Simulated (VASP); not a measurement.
Computed with PBEsol GGA, VASP's PBE PAW potentials (set 64) (plane waves; VASP 6.6.1).

The input files of a VASP run:

POSCAR:
```
InBi
1.0
  0.0000000000   3.3486320000   3.3486320000
  3.3486320000   0.0000000000   3.3486320000
  3.3486320000   3.3486320000   0.0000000000
In Bi
1 1
direct
  0.0000000000   0.0000000000   0.0000000000
  0.2500000000   0.2500000000   0.2500000000
```

INCAR:
```
SYSTEM  =  InBi
PREC  =  Accurate; ENCUT  =  400; LREAL  =  .FALSE.
LASPH  =  .TRUE.
EDIFF  =  1E-6; NELM  =  100; ALGO  =  Normal
LMAXMIX  =  4
ISMEAR  =  0; SIGMA  =  0.05
GGA  =  PS
IBRION  =  2; NSW  =  60; ISIF  =  3
EDIFFG  =  -0.01
LWAVE  =  .FALSE.; LCHARG  =  .FALSE.
```

**KPOINTS**
```
Automatic mesh
0
Gamma
6 6 6
0 0 0
```

POTCAR, in this order: In_d Bi_d (PBE.64 set). Program: vasp_std.

Unless said otherwise, spin-orbit coupling is left out, though it shifts the bands of the heavy elements here.

Estimate the energy per atom (σ→0), volume per atom, band gap (on the k-mesh).

```yaml
energy per atom (σ→0): -3.577 eV/atom
band gap (on the k-mesh): none (metal, semimetal or under 0.01 eV)
volume_per_atom: 37.92 Å³/atom
```

OSZICAR:
```
...
   2 F= -.71546141E+01 E0= -.71543383E+01  d E =-.787378E-03
       N       E                     dE             d eps       ncg     rms          rms(c)
DAV:   1    -0.715695651416E+01   -0.23416E-02   -0.61482E-02   636   0.444E+00    0.266E-01
DAV:   2    -0.715500047710E+01    0.19560E-02   -0.41211E-03   676   0.122E+00    0.101E-01
DAV:   3    -0.715467463582E+01    0.32584E-03   -0.13061E-03   756   0.626E-01    0.375E-02
DAV:   4    -0.715467329427E+01    0.13415E-05   -0.31486E-05   588   0.594E-02    0.224E-02
DAV:   5    -0.715467391100E+01   -0.61673E-06   -0.85869E-06   558   0.214E-02
   3 F= -.71546739E+01 E0= -.71544017E+01  d E =-.847216E-03
```

The structure was generated: InBi was put into the zinc blende type (F-43m), which need not be its known phase. This run relaxes it. Symmetry was kept, so distortions that lower it aren't found.
